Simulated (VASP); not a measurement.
## Ti: which input changes matter

Aim: change the input of a sound run on Ti piece by piece and see what each change does. All runs use r2SCAN. This is not the structure that Ti takes at ambient conditions. The start is a cell from a database of measured crystal structures.

Main program and level: VASP 6.6.1; r2SCAN; plane waves and PAW (Ti_sv).

The starting crystal is not the ambient structure of Ti (hexagonal, No. 194); it is a model or a phase of other conditions.

### 1. The starting structure

Symmetry: Fm-3m, No. 225, cubic system. The conventional cell has a = 4.060 Å, b = 4.060 Å, c = 4.060 Å, α = 90.00°, β = 90.00°, γ = 90.00°. Ti has 12 Ti at 2.87 Å nearest.

As a file:

```
Ti
1.0
     0.00000    2.03000    2.03000
     2.03000    0.00000    2.03000
     2.03000    2.03000    0.00000
Ti
1
Direct
  0.00000 0.00000 0.00000
```

### 2. Reference run

A single point writes out the density, ELF and the potential. r2SCAN adds the kinetic-energy density, costs more than a GGA and is run with LASPH.

INCAR

```
SYSTEM = Ti
PREC = Accurate
ENCUT = 400
EDIFF = 1E-06
NELM = 100
ISMEAR = -1
SIGMA = 0.05
LREAL = .FALSE.
ALGO = Normal
METAGGA = R2SCAN
LASPH = .TRUE.
NBANDS = 12
LORBIT = 11
LWAVE = .FALSE.
LCHARG = .TRUE.
ISIF = 2
LELF = .TRUE.
LVHAR = .TRUE.
```

POSCAR

```
Ti
1.0
    0.0000000000      2.0300000000      2.0300000000
    2.0300000000      0.0000000000      2.0300000000
    2.0300000000      2.0300000000      0.0000000000
Ti
1
Direct
    0.0000000000      0.0000000000      0.0000000000
```

KPOINTS

```
Automatic mesh
0
Gamma
11 11 11
0 0 0
```

PAW data sets: Ti_sv (PBE family, release 64).

On the command line:

```
mpirun -np 2 vasp_std
```

The program printed:

```text
[banner, memory and clock lines left out]
running    2 mpi-ranks, on    1 nodes
 distrk:  each k-point on    2 cores,    1 groups
 distr:  one band on    1 cores,    2 groups

 POSCAR found type information on POSCAR Ti
 POSCAR found :  1 types and       1 ions
|                                                                             |
|               ----> ADVICE to this user running VASP <----                  |
|                                                                             |
|     You enforced a specific xc type in the INCAR file but a different       |
|     [... a line on the potential file left out ...]
|     I HOPE YOU KNOW WHAT YOU ARE DOING!                                     |
|                                                                             |

 LDA part: xc-table for (None), standard interpolation
 POSCAR, INCAR and KPOINTS ok, starting setup
 FFT: planning ... GRIDC
 FFT: planning ... GRID_SOFT
 FFT: planning ... GRID
 WAVECAR not read
 entering main loop
       N       E                     dE             d eps       ncg     rms          rms(c)
DAV:   1     0.713820980640E+02    0.71382E+02   -0.57937E+03  1360   0.105E+03
DAV:   2    -0.133548912850E+02   -0.84737E+02   -0.82215E+02  1356   0.275E+02
DAV:   3    -0.170721498011E+02   -0.37173E+01   -0.36783E+01  1772   0.622E+01
DAV:   4    -0.171673345018E+02   -0.95185E-01   -0.95117E-01  1492   0.882E+00
DAV:   5    -0.171694220145E+02   -0.20875E-02   -0.20875E-02  1612   0.119E+00    0.105E+01
DAV:   6    -0.128250094867E+02    0.43444E+01   -0.48958E+00  1552   0.359E+01    0.173E+00
DAV:   7    -0.128498277936E+02   -0.24818E-01   -0.12325E-01  1452   0.320E+00    0.111E+00
DAV:   8    -0.128700780432E+02   -0.20250E-01   -0.57435E-02  1940   0.256E+00    0.492E-01
DAV:   9    -0.128701635845E+02   -0.85541E-04   -0.25234E-02  1500   0.248E+00    0.376E-01
DAV:  10    -0.128679630912E+02    0.22005E-02   -0.56721E-03  1432   0.122E+00    0.171E-02
DAV:  11    -0.128679801012E+02   -0.17010E-04   -0.58800E-05  1624   0.786E-02    0.978E-03
DAV:  12    -0.128679810642E+02   -0.96307E-06   -0.11789E-05  1556   0.440E-02    0.226E-03
DAV:  13    -0.128679818425E+02   -0.77825E-06   -0.34819E-07   908   0.700E-03
   1 F= -.12867982E+02 E0= -.12861774E+02  d E =-.124152E-01
```

It took 16 s on 2 MPI ranks of Intel Xeon Platinum 8488C (Sapphire Rapids), shared host; peak memory 0.2 GiB; 26 s of CPU time.

The logs omit lines about the potential files and the build; timing stands in the text.

From OUTCAR (step 2):

```text
ion  position               nearest neighbor table
   1  0.000  0.000  0.000-

  LATTYP: Found a face centered cubic cell.
 ALAT       =     4.0600000000

 Subroutine GETGRP returns: Found 48 space group operations
 (whereof 48 operations were pure point group operations)

The static configuration has the point symmetry O_h .

 Found     56 irreducible k-points:

   k-points           NKPTS =     56   k-points in BZ     NKDIM =     56   number of bands    NBANDS=     12

   dimension x,y,z NGX =    20 NGY =   20 NGZ =   20
   dimension x,y,z NGXF=    40 NGYF=   40 NGZF=   40

   ENCUT  =  400.0 eV  29.40 Ry    5.42 a.u.   4.68  4.68  4.68*2*pi/ulx,y,z

   NELECT =      12.0000    total number of electrons

 k-points in reciprocal lattice and weights: Automatic mesh
   0.00000000  0.00000000  0.00000000       0.001
   0.09090909  0.00000000  0.00000000       0.006
   0.18181818  0.00000000  0.00000000       0.006
   0.27272727  0.00000000  0.00000000       0.006
   0.36363636  0.00000000  0.00000000       0.006
   0.45454545  0.00000000  0.00000000       0.006
   0.09090909  0.09090909  0.00000000       0.005
   0.18181818  0.09090909  0.00000000       0.018
   0.27272727  0.09090909  0.00000000       0.018
[...]
-0.36363636  0.45454545  0.18181818       0.018
  -0.27272727  0.45454545  0.18181818       0.018

 average (electrostatic) potential at core
       1 -76.4053

 E-fermi :   8.6355

 k-point     1 :       0.0000    0.0000    0.0000
  band No.  band energies     occupation
      1     -50.3126      2.00000
      2     -25.0801      2.00000
      3     -25.0801      2.00000
      4     -25.0801      2.00000
      5       2.1211      2.00000
      6       9.6763      0.00000
      7       9.6763      0.00000
      8       9.6764      0.00000
      9      11.5689      0.00000
     10      11.5689      0.00000
    ...

 k-point     2 :       0.0909    0.0000    0.0000
  band No.  band energies     occupation
      1     -50.3010      2.00000
      2     -25.1450      2.00000
      3     -25.0881      2.00000
      4     -25.0880      2.00000
      5       2.4048      2.00000
      6       9.4899      0.00000
      7       9.7770      0.00000
      8       9.7770      0.00000
      9      11.5026      0.00000
     10      11.5026      0.00000
    ...

 k-point     3 :       0.1818    0.0000    0.0000
  band No.  band energies     occupation
      1     -50.2693      2.00000
      2     -25.3170      2.00000
      3     -25.1092      2.00000
      4     -25.1092      2.00000
      5       3.2032      2.00000
      6       9.0565      0.00044
      7       9.9626      0.00000
      8       9.9627      0.00000
      9      11.4446      0.00000
     10      11.4446      0.00000
    ...

  Total        0.4324597      0.4324597      0.4324597      0.0000000     -0.0000000      0.0000000
  in kB       41.4131349     41.4131349     41.4131349      0.0000000     -0.0000000      0.0000000
  external PRESSURE =      41.4131349 kB  Pullay stress =       0.0000000 kB

  energy-cutoff  :      400.00
  volume of cell :       16.73
      direct lattice vectors                 reciprocal lattice vectors
     0.000000000  2.030000000  2.030000000    -0.246305419  0.246305419  0.246305419
     2.030000000  0.000000000  2.030000000     0.246305419 -0.246305419  0.246305419
     2.030000000  2.030000000  0.000000000     0.246305419  0.246305419 -0.246305419

 POSITION                                       TOTAL-FORCE (eV/Angst)
 -----------------------------------------------------------------------------------
      0.00000      0.00000      0.00000         0.000000      0.000000     -0.000000
 -----------------------------------------------------------------------------------
    total drift:                                0.000000     -0.000000     -0.000000

  FREE ENERGIE OF THE ION-ELECTRON SYSTEM (eV)
  ---------------------------------------------------
  free  energy   TOTEN  =       -12.8679818425 eV

  energy  without entropy=      -12.8555666611  energy(sigma->0) =      -12.86177425

 total charge
# of ion       s       p       d       tot
------------------------------------------
    1        2.251   6.142   1.874  10.267

[... 3 further parts left out ...]
```

The k-mesh is coarse for a metal. The PAW data sets were made with PBE, which is usual practice but a small mismatch for other functionals. At this level the cell is under a pressure of 4.1 GPa, so at these settings it is away from equilibrium.

This step gave:

```
SCF cycles                             : 13
electrons                              : 12
bands                                  : 12
irreducible k-points                   : 56
symmetry operations                    : 48
free energy (TOTEN)                    : -12.87 eV
energy at zero smearing                : -12.86 eV
Fermi energy                           : 8.636 eV
pressure                               : 4.141 GPa
metallic, judged on the points sampled : yes
```

Valence density in the ac plane of the conventional cell at fractional y = 0.000, with atoms of Ti within 0.2 Å of it. It is the smooth field of the valence electrons, not physical close to the nuclei.

Ten even steps from '_' (0 e/Å³) to '@' (14 e/Å³), each cell a mean:
```
##==..__________________::**
--..____________________..::
____________________________
____________________________
____________......__________
__________..==++--..________
__________--##@@++..________
__________::**##==..________
__________..::--..__________
____________________________
____________________________
....______________________..
++--..__________________..==
@@++..__________________--##
```
Columns run along a (4.1 Å), rows up along c (4.1 Å), edges of the conventional cell, whose origin can differ from the input's. Atoms in or near the plane, at fractional coordinates: Ti at (0.00, 0.00), Ti at (0.50, 0.50).

ELF in the ac plane of the conventional cell at fractional y = 0.000, with atoms of Ti within 0.2 Å of it. It is the smooth field of the valence electrons, not physical close to the nuclei.

Values, 14 rows by 14 columns, each cell a mean:
```
0.92 0.76 0.39 0.14 0.21 0.51 0.69 0.72 0.63 0.39 0.13 0.22 0.55 0.86
0.61 0.46 0.25 0.14 0.26 0.44 0.51 0.51 0.48 0.37 0.18 0.17 0.35 0.55
0.24 0.20 0.15 0.17 0.26 0.26 0.21 0.20 0.23 0.26 0.22 0.15 0.17 0.22
0.13 0.15 0.20 0.23 0.17 0.14 0.14 0.15 0.14 0.15 0.19 0.22 0.18 0.13
0.38 0.39 0.35 0.20 0.15 0.25 0.39 0.44 0.35 0.21 0.15 0.26 0.37 0.39
0.66 0.60 0.39 0.15 0.20 0.46 0.76 0.82 0.66 0.35 0.14 0.23 0.48 0.63
0.76 0.66 0.38 0.13 0.24 0.61 0.92 0.97 0.82 0.44 0.15 0.20 0.51 0.72
0.72 0.63 0.39 0.13 0.22 0.55 0.86 0.92 0.76 0.39 0.14 0.21 0.51 0.69
0.51 0.48 0.37 0.18 0.17 0.35 0.55 0.61 0.46 0.25 0.14 0.26 0.44 0.51
0.20 0.23 0.26 0.22 0.15 0.17 0.22 0.24 0.20 0.15 0.17 0.26 0.26 0.21
0.15 0.14 0.15 0.19 0.22 0.18 0.13 0.13 0.15 0.20 0.23 0.17 0.14 0.14
0.44 0.35 0.21 0.15 0.26 0.37 0.39 0.38 0.39 0.35 0.20 0.15 0.25 0.39
0.82 0.66 0.35 0.14 0.23 0.48 0.63 0.66 0.60 0.39 0.15 0.20 0.46 0.76
0.97 0.82 0.44 0.15 0.20 0.51 0.72 0.76 0.66 0.38 0.13 0.24 0.61 0.92
```
Columns run along a (4.1 Å), rows up along c (4.1 Å), edges of the conventional cell, whose origin can differ from the input's. Atoms in or near the plane, at fractional coordinates: Ti at (0.00, 0.00), Ti at (0.50, 0.50).

Electrostatic potential energy in the ac plane of the conventional cell at fractional y = 0.000, with atoms of Ti within 0.2 Å of it. With pseudopotentials it is smooth inside the atoms' cores, unlike the true potential.

Ten even steps from '_' (-63 eV) to '@' (3 eV), each cell a mean:
```
____--##@@@@@@@@@@@@%%++::__
..--++%%@@@@@@@@@@@@@@##==::
++**%%@@@@@@@@@@@@@@@@%%##++
%%@@@@@@@@%%######%%@@@@@@%%
@@@@@@@@%%++----==**%%@@@@@@
@@@@@@@@**--____..==##@@@@@@
@@@@@@%%++..______--##@@@@@@
@@@@@@%%++::______--##@@@@@@
@@@@@@@@##==::..--++%%@@@@@@
@@@@@@@@%%##++++**%%@@@@@@@@
####%%@@@@@@%%%%@@@@@@@@%%##
--==**%%@@@@@@@@@@@@@@%%++--
__..==##@@@@@@@@@@@@@@**--__
____--##@@@@@@@@@@@@%%++..__
```
Columns run along a (4.1 Å; values clipped at the 3rd and 97th percentile), rows up along c (4.1 Å), edges of the conventional cell, whose origin can differ from the input's. Atoms in or near the plane, at fractional coordinates: Ti at (0.00, 0.00), Ti at (0.50, 0.50).

The pressure is 4.14 GPa and the largest force 0.000 eV/Å, so the cell is not at a minimum at these settings.

### 3. Total energy, forces and stress (r2SCAN) with a changed input

A single point gives energy, forces and stress at these settings. Some settings are moved from the usual, to see what they do.

Changes to INCAR since step 2:

```diff
@@ -14,5 +14,5 @@
 LWAVE = .FALSE.
-LCHARG = .TRUE.
+LCHARG = .FALSE.
+KPAR = 2
 ISIF = 2
-LELF = .TRUE.
-LVHAR = .TRUE.
+ISYM = 3
```

POSCAR is that of step 2.

KPOINTS is that of step 2.

On the command line:

```
mpirun -np 2 vasp_std
```

The program printed:

```text
[banner, memory and clock lines left out]
running    2 mpi-ranks, on    1 nodes
[...]
[... a notice as in an earlier step ...]

 LDA part: xc-table for (None), standard interpolation
 POSCAR, INCAR and KPOINTS ok, starting setup
[...]
entering main loop
       N       E                     dE             d eps       ncg     rms          rms(c)
DAV:   1     0.713820980636E+02    0.71382E+02   -0.57937E+03  1360   0.105E+03
DAV:   2    -0.133548912842E+02   -0.84737E+02   -0.82215E+02  1356   0.275E+02
DAV:   3    -0.170721498012E+02   -0.37173E+01   -0.36783E+01  1772   0.622E+01
DAV:   4    -0.171673345021E+02   -0.95185E-01   -0.95117E-01  1492   0.882E+00
DAV:   5    -0.171694220143E+02   -0.20875E-02   -0.20875E-02  1612   0.119E+00 -----------------------------------------------------------------------------
|                     _     ____    _    _    _____     _                     |
|                    | |   |  _ \  | |  | |  / ____|   | |                    |
|                    | |   | |_) | | |  | | | |  __    | |                    |
|                    |_|   |  _ <  | |  | | | | |_ |   |_|                    |
|                     _    | |_) | | |__| | | |__| |    _                     |
|                    (_)   |____/   \____/   \_____|   (_)                    |
|                                                                             |
|                                                                             |
|     internal error in CHECK_FULL_KPOINTS: KPOINTS_FULL not properly         |
|     initialised                                                             |
|                                                                             |
|     If you are not a developer, you should not encounter this problem.      |
|     Please submit a bug report.                                             |
|                                                                             |

|                     _     ____    _    _    _____     _                     |
|                    | |   |  _ \  | |  | |  / ____|   | |                    |
|                    | |   | |_) | | |  | | | |  __    | |                    |
|                    |_|   |  _ <  | |  | | | | |_ |   |_|                    |
|                     _    | |_) | | |__| | | |__| |    _                     |
|                    (_)   |____/   \____/   \_____|   (_)                    |
|                                                                             |
|                                                                             |
|     internal error in CHECK_FULL_KPOINTS: KPOINTS_FULL not properly         |
|     initialised                                                             |
|                                                                             |
|     If you are not a developer, you should not encounter this problem.      |
|     Please submit a bug report.                                             |
|                                                                             |

1
1
```

Elapsed: 9.4 s, on 2 MPI ranks.

The run ended with an error.

VASP's message: “internal error in CHECK_FULL_KPOINTS: KPOINTS_FULL not properly initialised”. No number of this run is used.

ISYM = 3 is meant for hybrids and fails here together with this job; the default ISYM avoids it.

### 4. A single point (r2SCAN) with a changed input

This step: r2SCAN, spin-polarised from a default ferromagnetic start; plane waves and PAW (Ti_sv) (VASP 6.6.1).

This run is made with a changed input; what comes of it follows.

Changes to INCAR since step 3:

```diff
@@ -4,3 +4,3 @@
 EDIFF = 1E-06
-NELM = 100
+NELM = 68
 ISMEAR = -1
@@ -17,2 +17,3 @@
 ISIF = 2
-ISYM = 3
+ISPIN = 2
+NUPDOWN = 60
```

POSCAR is that of step 3.

KPOINTS is that of step 3.

On the command line:

```
mpirun -np 2 vasp_std
```

The program printed:

```text
[banner, memory and clock lines left out]
running    2 mpi-ranks, on    1 nodes
[...]
|                                                                             |
|           W    W    AA    RRRRR   N    N  II  N    N   GGGG   !!!           |
|           W    W   A  A   R    R  NN   N  II  NN   N  G    G  !!!           |
|           W    W  A    A  R    R  N N  N  II  N N  N  G       !!!           |
|           W WW W  AAAAAA  RRRRR   N  N N  II  N  N N  G  GGG   !            |
|           WW  WW  A    A  R   R   N   NN  II  N   NN  G    G                |
|           W    W  A    A  R    R  N    N  II  N    N   GGGG   !!!           |
|                                                                             |
|     You requested a magnetic or noncollinear calculation, but did not       |
|     specify the initial magnetic moment with the MAGMOM tag. Note that      |
|     a default of 60 will be used for all atoms. This ferromagnetic          |
|     setup may break the symmetry of the crystal, in particular it may       |
|     rule out finding an antiferromagnetic solution. Thence, we              |
|     recommend setting the initial magnetic moment manually or verifying     |
|     carefully that this magnetic setup is desired.                          |
|                                                                             |

 [... a notice as in an earlier step ...]

 LDA part: xc-table for (None), standard interpolation
 POSCAR, INCAR and KPOINTS ok, starting setup
[...]
entering main loop
       N       E                     dE             d eps       ncg     rms          rms(c)
```

The job ended after 4.6 min (2 MPI ranks).

The run was cut off at its time limit.

The fault in the input: moment fixed beyond the electrons or bands at hand (ISPIN = 2 and NUPDOWN = 60). NUPDOWN must fit the electron count, and NBANDS must hold the larger spin.

### 5. Total energy, forces and stress (r2SCAN) with a changed input, try 2

This step: r2SCAN; plane waves and PAW (Ti_sv) (VASP 6.6.1).

A single point gives energy, forces and stress at these settings. Some settings are moved from the usual, to see what they do.

INCAR

```
SYSTEM = Ti
PREC = Low
ENCUT = 400
EDIFF = 1E-06
NELM = 100
ISMEAR = -1
SIGMA = 0.05
LREAL = .FALSE.
ALGO = Normal
METAGGA = R2SCAN
LASPH = .TRUE.
NBANDS = 12
LORBIT = 11
LWAVE = .FALSE.
LCHARG = .FALSE.
KPAR = 2
ISIF = 2
KSPACING = 0.4
ISYM = 3
```

POSCAR is that of step 4.

On the command line:

```
mpirun -np 2 vasp_std
```

The program printed:

```text
[banner, memory and clock lines left out]
running    2 mpi-ranks, on    1 nodes
[...]
[... a notice as in an earlier step ...]

 LDA part: xc-table for (None), standard interpolation
 INCAR ok, starting setup
 POSCAR ok, starting setup
[...]
entering main loop
       N       E                     dE             d eps       ncg     rms          rms(c)
DAV:   1     0.772990609450E+02    0.77299E+02   -0.57063E+03   480   0.105E+03
DAV:   2    -0.132077331430E+02   -0.90507E+02   -0.88277E+02   488   0.286E+02
DAV:   3    -0.170793555214E+02   -0.38716E+01   -0.38398E+01   644   0.632E+01
DAV:   4    -0.171553362076E+02   -0.75981E-01   -0.75789E-01   560   0.844E+00
DAV:   5    -0.171568680546E+02   -0.15318E-02   -0.15318E-02   568   0.111E+00 [... a notice as in an earlier step ...]

|                     _     ____    _    _    _____     _                     |
|                    | |   |  _ \  | |  | |  / ____|   | |                    |
|                    | |   | |_) | | |  | | | |  __    | |                    |
|                    |_|   |  _ <  | |  | | | | |_ |   |_|                    |
|                     _    | |_) | | |__| | | |__| |    _                     |
|                    (_)   |____/   \____/   \_____|   (_)                    |
|                                                                             |
|                                                                             |
|     internal error in CHECK_FULL_KPOINTS: KPOINTS_FULL not properly         |
|     initialised                                                             |
|                                                                             |
|     If you are not a developer, you should not encounter this problem.      |
|     Please submit a bug report.                                             |
|                                                                             |

1
1
```

The job ended after 8.2 s (2 MPI ranks).

The run ended with an error.

VASP's message: “internal error in CHECK_FULL_KPOINTS: KPOINTS_FULL not properly initialised”. No number of this run is used.

ISYM = 3 is meant for hybrids and fails here together with this job; the default ISYM avoids it.

PREC = Low changes the FFT grids.

(Part 1 of 3 ends here.)

[Lines on the potential files, build, host, timing and source positions are cut from VASP's logs without a mark.]

[Logs are printed without paths, hosts, clocks, repeated set-up lines and the standing remarks that a program may print on its own settings, such as how far it seeks lower states.]

[Hosts, paths, dates, database ids (printed as entryN), source tags and the programs' standing remarks are cut or masked in the printed files.]

[A measured line is paired with the nearest computed mode of its activity, which favours agreement.]

[In band tables of VASP the shares of atoms and orbitals are scaled to a sum of 1 inside the atoms' spheres.]
